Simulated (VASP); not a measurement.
VASP input:

File KPOINTS:
```
Automatic mesh
0
Gamma
14 14 14
0 0 0
```

### INCAR
```
ISIF = 2
GGA = PE   ! PBE
EDIFF = 1E-7
LREAL = .FALSE.   ! projection in real space or not
LMAXMIX = 6   ! l cut-off of mixed one-centre charges
LCHARG = .FALSE.
SIGMA = 0.1   ! width (eV)
LASPH = .TRUE.   ! aspherical one-centre terms
PREC = Accurate
ENCUT = 480   ! plane-wave cut-off (eV)
LWAVE = .FALSE.
ISMEAR = 1   ! Methfessel-Paxton
SYSTEM = Ta
NELM = 100
ALGO = Normal
```

### POSCAR
```
Ta
1
   -1.6597305179     1.6597305179     1.6597305179
    1.6597305179    -1.6597305179     1.6597305179
    1.6597305179     1.6597305179    -1.6597305179
Ta
1
Direct
  0.0000000000   0.0000000000   0.0000000000
```

POTCAR, in this order: Ta_pv (PBE.64 set). Program: vasp_std.

Question: Translate this PBE calculation to Quantum ESPRESSO's pw.x.

Answer: One equivalent input (not run):
```
&CONTROL
  calculation = 'scf'
  pseudo_dir = './pseudo'
  outdir = './out'
  tprnfor = .true.
  tstress = .true.
/
&SYSTEM
  ibrav = 0
  nat = 1
  ntyp = 1
  ecutwfc = 58
  occupations = 'smearing'
  smearing = 'methfessel-paxton'
  degauss = 0.00735
  input_dft = 'pbe'
/
&ELECTRONS
  conv_thr = 7.3e-09
  electron_maxstep = 100
/
ATOMIC_SPECIES
  Ta 180.948 Ta.upf
CELL_PARAMETERS angstrom
    -1.6597305    1.6597305    1.6597305
     1.6597305   -1.6597305    1.6597305
     1.6597305    1.6597305   -1.6597305
ATOMIC_POSITIONS crystal
  Ta   0.0000000  0.0000000  0.0000000
K_POINTS automatic
  14 14 14 0 0 0
```
What does not carry over: the potentials are each code's own (VASP's PAW set, PseudoDojo norm-conserving files in pw.x), so ENCUT and ecutwfc are chosen apart and not converted; conv_thr bounds pw.x's estimated SCF error, while EDIFF bounds the energy change between steps.

The compound is Ta in the bcc structure. It was relaxed first.
